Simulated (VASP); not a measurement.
Output of a VASP run:

### OUTCAR
```
 ion  position               nearest neighbor table
   1  0.333  0.667  0.250-   2 2.27   2 2.27   2 2.27   2 2.27   2 2.27   2 2.27
   2  0.667  0.333  0.750-   1 2.27   1 2.27   1 2.27   1 2.27   1 2.27   1 2.27
  LATTYP: Found a hexagonal cell.
 ALAT       =     2.3357998804
 C/A-ratio  =     1.5633188574
 Subroutine PRICEL returns:
 Original cell was already a primitive cell.
 Subroutine GETGRP returns: Found 24 space group operations
The static configuration has the point symmetry D_3d.
 The point group associated with its full space group is D_6h.
The dynamic configuration has the point symmetry D_3d.
 Subroutine INISYM returns: Found 24 space group operations
 Subroutine IBZKPT returns following result:
 Found    150 irreducible k-points:

 Following reciprocal coordinates:
            Coordinates               Weight
  0.000000  0.000000  0.000000      1.000000
  0.062500 -0.000000  0.000000      6.000000
  0.125000 -0.000000  0.000000      6.000000
  0.187500 -0.000000  0.000000      6.000000
  0.250000 -0.000000  0.000000      6.000000
  0.312500 -0.000000  0.000000      6.000000
  0.375000 -0.000000  0.000000      6.000000
  0.437500 -0.000000  0.000000      6.000000
  0.500000 -0.000000  0.000000      3.000000
  0.062500  0.062500  0.000000      6.000000
  0.125000  0.062500  0.000000     12.000000
  0.187500  0.062500  0.000000     12.000000
  0.250000  0.062500  0.000000     12.000000
  0.312500  0.062500  0.000000     12.000000
  0.375000  0.062500  0.000000     12.000000
  0.437500  0.062500  0.000000     12.000000
  0.125000  0.125000  0.000000      6.000000
  0.187500  0.125000  0.000000     12.000000
  0.250000  0.125000  0.000000     12.000000
  0.312500  0.125000  0.000000     12.000000
  0.375000  0.125000  0.000000     12.000000
  0.437500  0.125000  0.000000      6.000000
  0.187500  0.187500  0.000000      6.000000
  0.250000  0.187500  0.000000     12.000000
  0.312500  0.187500  0.000000     12.000000
  0.375000  0.187500  0.000000     12.000000
  0.250000  0.250000  0.000000      6.000000
  0.312500  0.250000  0.000000     12.000000
  0.375000  0.250000  0.000000      6.000000
  0.312500  0.312500  0.000000      6.000000
  0.000000  0.000000  0.111111      2.000000
  0.062500 -0.000000  0.111111     12.000000
  0.125000 -0.000000  0.111111     12.000000
  0.187500 -0.000000  0.111111     12.000000
  0.250000 -0.000000  0.111111     12.000000
  0.312500 -0.000000  0.111111     12.000000
  0.375000 -0.000000  0.111111     12.000000
  0.437500 -0.000000  0.111111     12.000000
  0.500000 -0.000000  0.111111      6.000000
  0.062500  0.062500  0.111111     12.000000
   k-points           NKPTS =    150   k-points in BZ     NKDIM =    150   number of bands    NBANDS=      4
   number of dos      NEDOS =    301   number of ions     NIONS =      2
   total plane-waves  NPLWV =   6144
   dimension x,y,z NGX =    16 NGY =   16 NGZ =   24
   dimension x,y,z NGXF=    32 NGYF=   32 NGZF=   48
   ions per type =               2
   PREC   = accura    normal or accurate (medium, high low for compatibility)
   ISTART =      0    job   : 0-new  1-cont  2-samecut
   ICHARG =      2    charge: 1-file 2-atom 10-const
   ISPIN  =      1    spin polarized calculation?
   LNONCOLLINEAR =      F non collinear calculations
   LSORBIT =      F    spin-orbit coupling
   INIWAV =      1    electr: 0-lowe 1-rand  2-diag
   ENCUT  =  400.0 eV  29.40 Ry    5.42 a.u.   3.81  3.81  5.95*2*pi/ulx,y,z
   NELM   =    100;   NELMIN=  2; NELMDL= -5     # of ELM steps
   EDIFF  = 0.1E-05   stopping-criterion for ELM
   LREAL  =      F    real-space projection
   NLSPLINE    = F    spline interpolate recip. space projectors
   LMAXMIX     =    2 max onsite mixed and CHGCAR
   VOSKOWN=      0    Vosko Wilk Nusair interpolation
   EDIFFG = 0.1E-04   stopping-criterion for IOM
   NSW    =      0    number of steps for IOM
...
```

OSZICAR:
```
       N       E                     dE             d eps       ncg     rms          rms(c)
DAV:   1    -0.142461957002E+01   -0.14246E+01   -0.14868E+03  1204   0.664E+02
DAV:   2    -0.742621324896E+01   -0.60016E+01   -0.54611E+01  1736   0.762E+01
DAV:   3    -0.754463212126E+01   -0.11842E+00   -0.10028E+00  1664   0.102E+01
DAV:   4    -0.754520921599E+01   -0.57709E-03   -0.57697E-03  1712   0.519E-01
DAV:   5    -0.754521015874E+01   -0.94276E-06   -0.94319E-06  1668   0.168E-02    0.112E+00
DAV:   6    -0.750978533743E+01    0.35425E-01   -0.40384E-03  1352   0.130E+00    0.686E-01
DAV:   7    -0.749455911475E+01    0.15226E-01   -0.48637E-03  1328   0.138E+00    0.228E-02
DAV:   8    -0.749453957126E+01    0.19543E-04   -0.17852E-05  1848   0.632E-02    0.781E-03
DAV:   9    -0.749453946340E+01    0.10787E-06   -0.19849E-06  1404   0.271E-02
   1 F= -.74945395E+01 E0= -.74945034E+01  d E =-.108235E-03
```

### OUTCAR
```
------------------------ aborting loop because EDIFF is reached ----------------------------------------
  FORCE on cell =-STRESS in cart. coord.  units (eV):
  Direction    XX          YY          ZZ          XY          YZ          ZX
  --------------------------------------------------------------------------------------
  Total       -0.9810496     -0.9810495     -0.9870519     -0.0000000     -0.0000000      0.0000000
  in kB      -91.0995921    -91.0995797    -91.6569627     -0.0000000     -0.0000000      0.0000000
  external PRESSURE =     -91.2853782 kB  Pullay stress =       0.0000000 kB
  volume of cell :       17.25
      direct lattice vectors                 reciprocal lattice vectors
     1.167900000 -2.022862000  0.000000000     0.428118846 -0.247174548  0.000000000
     1.167900000  2.022862000  0.000000000     0.428118846  0.247174548  0.000000000
     0.000000000  0.000000000  3.651600000     0.000000000  0.000000000  0.273852558
 POSITION                                       TOTAL-FORCE (eV/Angst)
 -----------------------------------------------------------------------------------
      1.16790      0.67429      0.91290         0.000000     -0.000000      0.000000
      1.16790     -0.67429      2.73870        -0.000000      0.000000      0.000000
 -----------------------------------------------------------------------------------
    total drift:                                0.000000     -0.000003      0.000005
  FREE ENERGIE OF THE ION-ELECTRON SYSTEM (eV)
  ---------------------------------------------------
  free  energy   TOTEN  =        -7.4945394634 eV

  energy  without entropy=       -7.4944312289  energy(sigma->0) =       -7.49450339
```
(Selected blocks of OUTCAR.)

### POSCAR
```
Be
1
    1.1679000000    -2.0228620000     0.0000000000
    1.1679000000     2.0228620000     0.0000000000
    0.0000000000     0.0000000000     3.6516000000
Be
2
Direct
  0.3333330000   0.6666670000   0.2500000000
  0.6666670000   0.3333330000   0.7500000000
```

Question: Reconstruct the remaining input files.

Answer: This is not unique; one that fits is the input of the run itself, PBE GGA, plane waves, VASP's PBE PAW potentials (set 64).

KPOINTS:
```
Automatic mesh
0
Gamma
16 16 9
0 0 0
```

INCAR:
```
SYSTEM=Be
PREC=Accurate; ENCUT=400; LREAL=.False.
LASPH=.True.; NBANDS=4
EDIFF=1E-6; NELM=100; ALGO=Normal
ISMEAR=1; SIGMA=0.1
GGA=PE
ISIF=2
LWAVE=.False.; LCHARG=.False.
```

POTCAR, in this order: Be (PBE.64 set). Program: vasp_std.

The compound is Be in the hcp structure. The cell was not relaxed at this level. The run is one of a series of settings (NBANDS = 4 against the base run), some of them coarse on purpose.
